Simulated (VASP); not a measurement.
Input for VASP

File POSCAR:
```
Cu
1
    0.0000000000     1.8182973659     1.8182973659
    1.8182973659     0.0000000000     1.8182973659
    1.8182973659     1.8182973659     0.0000000000
Cu
1
Direct
  0.0000000000   0.0000000000   0.0000000000
```

### INCAR
```
ISIF = 2   ! forces and stress, cell fixed
LWAVE = .FALSE.
PREC = Accurate
SYSTEM = Cu
SIGMA = 0.1   ! width (eV)
NELM = 100   ! most electronic steps
LREAL = .FALSE.   ! projection in real space or not
PARAM1 = 0.1234
LCHARG = .FALSE.
AGGAC = 0.0
PARAM2 = 1.0
EDIFF = 1E-7   ! SCF stop (eV)
ENCUT = 520   ! plane-wave cut-off (eV)
LUSE_VDW = .TRUE.
LMAXMIX = 4
ALGO = Normal   ! blocked Davidson
GGA = MK
LASPH = .TRUE.   ! aspherical one-centre terms
ISMEAR = 1   ! Methfessel-Paxton
```

File KPOINTS:
```
Automatic mesh
0
Gamma
17 17 17
0 0 0
```

POTCAR, in this order: Cu (PBE.64 set). Program: vasp_std.

Q: Write an equivalent input for Quantum ESPRESSO's pw.x.

A: One equivalent input (not run):
```
&CONTROL
  calculation = 'scf'
  pseudo_dir = './pseudo'
  outdir = './out'
  tprnfor = .true.
  tstress = .true.
/
&SYSTEM
  ibrav = 0
  nat = 1
  ntyp = 1
  ecutwfc = 92
  occupations = 'smearing'
  smearing = 'methfessel-paxton'
  degauss = 0.00735
  input_dft = 'vdw-df-ob86'
/
&ELECTRONS
  conv_thr = 7.3e-09
  electron_maxstep = 100
/
ATOMIC_SPECIES
  Cu 63.546 Cu.upf
CELL_PARAMETERS angstrom
     0.0000000    1.8182974    1.8182974
     1.8182974    0.0000000    1.8182974
     1.8182974    1.8182974    0.0000000
ATOMIC_POSITIONS crystal
  Cu   0.0000000  0.0000000  0.0000000
K_POINTS automatic
  17 17 17 0 0 0
```
What does not carry over: the potentials are each code's own (VASP's PAW set, PseudoDojo norm-conserving files in pw.x), so ENCUT and ecutwfc are chosen apart and not converted; conv_thr bounds pw.x's estimated SCF error, while EDIFF bounds the energy change between steps.

The compound is Cu in the fcc structure. This cell is one point of a volume scan, at 1.03 of the reference volume.
